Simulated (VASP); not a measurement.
VASP ran on this input.

### INCAR
```
SYSTEM  =  Ca
PREC  =  Accurate; ENCUT  =  480; LREAL  =  .FALSE.
LASPH  =  .TRUE.
EDIFF  =  1E-6; NELM  =  100; ALGO  =  Normal
ISMEAR  =  1; SIGMA  =  0.1
GGA  =  PS
IBRION  =  2; NSW  =  60; ISIF  =  3
EDIFFG  =  -0.01
LWAVE  =  .FALSE.; LCHARG  =  .FALSE.
```

### POSCAR
```
Ca
1.0
  0.0000000000   2.7900000000   2.7900000000
  2.7900000000   0.0000000000   2.7900000000
  2.7900000000   2.7900000000   0.0000000000
Ca
1
Cart
  0.0000000000   0.0000000000   0.0000000000
```

File KPOINTS:
```
Automatic mesh
0
Gamma
10 10 10
0 0 0
```

POTCAR, in this order: Ca_sv (PBE.64 set). Program: vasp_std.

Q: Translate this PBEsol calculation to Ansatz.

A: One equivalent input (not run):
Ansatz 0.2 input:
```yaml
crystal:
  lattice:
    - [0.0000000, 2.7900000, 2.7900000]
    - [2.7900000, 0.0000000, 2.7900000]
    - [2.7900000, 2.7900000, 0.0000000]
  atoms:
    - { symbol: Ca, position: [0.0000000, 0.0000000, 0.0000000] }
kpoints:
  mp_grid: { grid: [10, 10, 10] }
hamiltonian:
  xc: pbesol
  pseudopotentials: { kind: paw }
scf:
  occupations: { method: methfessel_paxton, width: 0.1 }
  max_iter: 100
relax:
  max_steps: 60
  f_tol: 0.01
  cell: {}
output: { forces: true, stress: true, eigenvalues: true }
```
The two are equivalent in intent, not identical: each code has its own PAW files, so the cut-off isn't converted (ENCUT is set for VASP's; basis.ecutwfc is left out, and Ansatz then takes the one that its files recommend); Ansatz stops its SCF on the density residual and VASP on the energy change (EDIFF).

The compound is Ca in the fcc structure. This run relaxes it. Symmetry was kept, so distortions that lower it aren't found.
